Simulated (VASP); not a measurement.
These are PBE GGA, VASP's PBE PAW potentials (set 64) (plane waves; VASP) values and carry that method's errors.

A VASP calculation is set up with these files.

INCAR:
```
SYSTEM = Eu
PREC = Accurate
ENCUT = 450
EDIFF = 1E-6
NELM = 100
ALGO = Normal
LREAL = .FALSE.
LASPH = .TRUE.
ISMEAR = 1
SIGMA = 0.1
GGA = PE
LMAXMIX = 6
LWAVE = .FALSE.
LCHARG = .FALSE.
ISIF = 2
```

File KPOINTS:
```
Regular mesh
0
G
10 10 10
0 0 0
```

**POSCAR**
```
Eu
1
   -2.3358000000     2.3358000000     2.3358000000
    2.3358000000    -2.3358000000     2.3358000000
    2.3358000000     2.3358000000    -2.3358000000
Eu
1
Direct
  0.0000000000   0.0000000000   0.0000000000
```

POTCAR, in this order: Eu_2 (PBE.64 set). Program: vasp_std.

Output

OSZICAR:
```
       N       E                     dE             d eps       ncg     rms          rms(c)
DAV:   1     0.651313343813E+01    0.65131E+01   -0.36079E+03   824   0.725E+02
DAV:   2    -0.166636536495E+01   -0.81795E+01   -0.79111E+01  1168   0.913E+01
DAV:   3    -0.180616982499E+01   -0.13980E+00   -0.13534E+00   960   0.779E+00
DAV:   4    -0.180921619321E+01   -0.30464E-02   -0.30003E-02  1288   0.147E+00
DAV:   5    -0.180921901849E+01   -0.28253E-05   -0.28253E-05   976   0.387E-02    0.607E+00
DAV:   6    -0.182015644906E+01   -0.10937E-01   -0.15195E-03  1192   0.388E-01    0.362E+00
DAV:   7    -0.182627624620E+01   -0.61198E-02   -0.37687E-03  1168   0.590E-01    0.562E-02
DAV:   8    -0.182632257766E+01   -0.46331E-04   -0.11637E-04  1312   0.916E-02    0.128E-02
DAV:   9    -0.182632937717E+01   -0.67995E-05   -0.65808E-06  1128   0.203E-02    0.513E-03
DAV:  10    -0.182632910562E+01    0.27155E-06   -0.17980E-06  1144   0.107E-02
   1 F= -.18263291E+01 E0= -.18261588E+01  d E =-.510964E-03
```

### OUTCAR
```
------------------------ aborting loop because EDIFF is reached ----------------------------------------
  FORCE on cell =-STRESS in cart. coord.  units (eV):
  Direction    XX          YY          ZZ          XY          YZ          ZX
  --------------------------------------------------------------------------------------
  Total       -0.4697921     -0.4697921     -0.4697921      0.0000000      0.0000000      0.0000000
  in kB      -14.7655417    -14.7655417    -14.7655417      0.0000000      0.0000000      0.0000000
  external PRESSURE =     -14.7655417 kB  Pullay stress =       0.0000000 kB
  volume of cell :       50.98
      direct lattice vectors                 reciprocal lattice vectors
    -2.335800000  2.335800000  2.335800000     0.000000000  0.214059423  0.214059423
     2.335800000 -2.335800000  2.335800000     0.214059423  0.000000000  0.214059423
     2.335800000  2.335800000 -2.335800000     0.214059423  0.214059423  0.000000000
 POSITION                                       TOTAL-FORCE (eV/Angst)
 -----------------------------------------------------------------------------------
      0.00000      0.00000      0.00000         0.000000      0.000000     -0.000000
 -----------------------------------------------------------------------------------
    total drift:                                0.000000      0.000000      0.000000
  FREE ENERGIE OF THE ION-ELECTRON SYSTEM (eV)
  ---------------------------------------------------
  free  energy   TOTEN  =        -1.8263291056 eV

  energy  without entropy=       -1.8258181414  energy(sigma->0) =       -1.82615878
```
(Selected blocks of OUTCAR.)

The 4f electrons are frozen in the core of the lanthanide potential, so 4f levels, which can set the real gap, and their magnetism are missing.

The compound is Eu in the bcc structure. The cell was not relaxed at this level. The run is one of a series of settings (ENCUT = 450 against the base run), some of them coarse on purpose.
